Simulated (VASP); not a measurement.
OSZICAR of a VASP run on HfB2 (AlB2 type):

**OSZICAR**
```
       N       E                     dE             d eps       ncg     rms          rms(c)
DAV:   1     0.291361159165E+02    0.29136E+02   -0.84597E+03  3024   0.127E+03
DAV:   2    -0.270089774917E+02   -0.56145E+02   -0.52502E+02  3692   0.241E+02
DAV:   3    -0.287795626748E+02   -0.17706E+01   -0.17373E+01  4000   0.328E+01
DAV:   4    -0.287944159952E+02   -0.14853E-01   -0.14940E-01  3652   0.319E+00
DAV:   5    -0.287945614084E+02   -0.14541E-03   -0.14903E-03  3912   0.265E-01    0.543E+01
DAV:   6    -0.265058845127E+02    0.22887E+01   -0.52473E+00  3632   0.152E+01    0.396E+01
DAV:   7    -0.264570044135E+02    0.48880E-01   -0.16493E+00  3800   0.901E+00    0.118E+01
DAV:   8    -0.263909118223E+02    0.66093E-01   -0.47253E-01  3632   0.487E+00    0.187E+00
DAV:   9    -0.263861857106E+02    0.47261E-02   -0.31859E-02  3532   0.141E+00    0.270E-01
DAV:  10    -0.263861922402E+02   -0.65296E-05   -0.90140E-04  3756   0.258E-01    0.351E-01
DAV:  11    -0.263862942371E+02   -0.10200E-03   -0.10094E-04  3696   0.807E-02    0.182E-01
DAV:  12    -0.263862419026E+02    0.52334E-04   -0.11000E-05  3704   0.289E-02    0.208E-02
DAV:  13    -0.263862400356E+02    0.18670E-05   -0.41951E-07  3612   0.656E-03    0.548E-03
DAV:  14    -0.263862412896E+02   -0.12540E-05   -0.60147E-09  2144   0.722E-04    0.263E-03
DAV:  15    -0.263862413784E+02   -0.88781E-07   -0.85038E-10  1924   0.282E-04
   1 F= -.27493317E+02 E0= -.27493317E+02  d E =0.000000E+00
```

Question: Which electronic solver shows in the log?

Answer: It is blocked Davidson (ALGO = Normal, or the opening steps of other solvers). The INCAR had ALGO = Normal.

Question: Can the final energy be trusted as converged?

Answer: The calculation finished and met its thresholds. It stopped with EDIFF = 1E-7, NELM = 100 (PBE GGA with D3 dispersion (Becke-Johnson damping), plane waves, VASP's PBE PAW potentials (set 64)).

The compound is HfB2 in the AlB2 type structure. It was relaxed first.
